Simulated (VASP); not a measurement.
VASP runs on CuI (zinc blende) share one base input (PBE GGA, plane waves, VASP's PBE PAW potentials (set 64)) and change the settings named in each case.

### INCAR
```
! general
SYSTEM   =  CuI
PREC     =  Accurate
ENCUT    =  400   ! plane-wave cut-off (eV)
LREAL    =  F   ! projection in real space or not
LASPH    =  T   ! aspherical one-centre terms

! electronic loop
EDIFF    =  1E-6   ! SCF stop (eV)
NELM     =  100   ! most electronic steps
ALGO     =  Normal   ! blocked Davidson
LMAXMIX  =  4

! smearing
ISMEAR   =  0   ! Gaussian
SIGMA    =  0.05   ! width (eV)

! functional
GGA      =  PE   ! PBE

! ions
ISIF     =  2

! output
LWAVE    =  F
LCHARG   =  F
```

### KPOINTS
```
Automatic mesh
0
Gamma
7 7 7
0 0 0
```

### POSCAR
```
CuI
1
    0.0000000000     3.0250000000     3.0250000000
    3.0250000000     0.0000000000     3.0250000000
    3.0250000000     3.0250000000     0.0000000000
Cu I
1 1
Direct
  0.0000000000   0.0000000000   0.0000000000
  0.2500000000   0.2500000000   0.2500000000
```

POTCAR, in this order: Cu I (PBE.64 set). Program: vasp_std.

```
change                                                                          E(σ→0) (eV/atom)  pressure (GPa)
------------------------------------------------------------------------------  ----------------  --------------
base run                                                                                 -2.7802            0.41
IVDW = 12                                                                                -3.1249           -1.85
IVDW = 11                                                                                -3.0506           -1.47
GGA = RE                                                                                 -2.4657            1.89
GGA removed, LMIXTAU = .TRUE., METAGGA = R2SCAN                                         -17.8950      (withheld)
GGA = PS                                                                                 -3.1492           -2.40
AGGAC = 0.0, GGA = BO, LUSE_VDW = .TRUE., PARAM1 = 0.1833333333, PARAM2 = 0.22           -0.3203            0.34
```

Question: What belongs in the gaps?

Answer: 
- GGA removed, LMIXTAU = .TRUE., METAGGA = R2SCAN, pressure (GPa): -0.81

Energies of different potentials or functionals have different zeros. Unless said otherwise, spin-orbit coupling is left out, though it shifts the bands of the heavy elements here.

Left out are runs that ran out of time, are held back, or changed the cell or the kind of run, fixed moments of cells without a moment, rows past the twelfth, gaps on odd meshes, pressures of charged cells and columns that move by less than the noise.

The compound is CuI in the zinc blende structure. The cell was not relaxed at this level.
